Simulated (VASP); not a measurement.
Calculation: r2SCAN meta-GGA, VASP's PBE PAW potentials (set 64) (plane waves; VASP 6.6.1).

The input files of a VASP run:

INCAR:
```
# general
SYSTEM  = BAs
PREC    = Accurate
ENCUT   = 600
LREAL   = F   # projection in real space or not
LASPH   = T   # aspherical one-centre terms

# electronic loop
EDIFF   = 1E-7
NELM    = 100
ALGO    = Normal
LMAXMIX = 4
LMIXTAU = T

# smearing
ISMEAR  = 0
SIGMA   = 0.05

# functional
METAGGA = R2SCAN

# ions
IBRION  = 2   # conjugate gradients
NSW     = 30
ISIF    = 2
EDIFFG  = -0.01   # ionic stop

# output
LWAVE   = F
LCHARG  = F
```

File POSCAR:
```
BAs
1
    0.0478642028     2.3932101388     2.3932101388
    2.3932101388     0.0478642028     2.3932101388
    2.4410743415     2.4410743415     0.0000000000
B As
1 1
Direct
  0.0000000000   0.0000000000   0.0000000000
  0.2500000000   0.2500000000   0.2500000000
```

File KPOINTS:
```
Automatic mesh
0
Gamma
10 10 10
0 0 0
```

POTCAR, in this order: B As (PBE.64 set). Program: vasp_std.

### Question
What does the run give for the energy per atom (σ→0)?

### Answer

```
Quantity                         Value
---------------------  ---------------
energy per atom (σ→0)  -11.118 eV/atom
```

File OSZICAR:
```
...
DAV:   1    -0.222358774496E+02   -0.78061E-03   -0.38174E-02  2800   0.159E+00    0.378E-02
DAV:   2    -0.222359825794E+02   -0.10513E-03   -0.66243E-04  4000   0.235E-01    0.204E-02
DAV:   3    -0.222359783762E+02    0.42032E-05   -0.16367E-05  3152   0.427E-02    0.627E-03
DAV:   4    -0.222359786226E+02   -0.24633E-06   -0.12082E-05  3288   0.340E-02    0.202E-03
DAV:   5    -0.222359842246E+02   -0.56021E-05   -0.43425E-06  2928   0.220E-02    0.130E-03
DAV:   6    -0.222359844117E+02   -0.18704E-06   -0.38854E-07  2952   0.650E-03    0.523E-04
DAV:   7    -0.222359844730E+02   -0.61286E-07   -0.19480E-07  2392   0.410E-03
   3 F= -.22235984E+02 E0= -.22235984E+02  d E =-.211976E-02
```

The compound is BAs in the zinc blende structure. This cell was strained or had an atom moved on purpose. Symmetry was kept, so distortions that lower it aren't found.
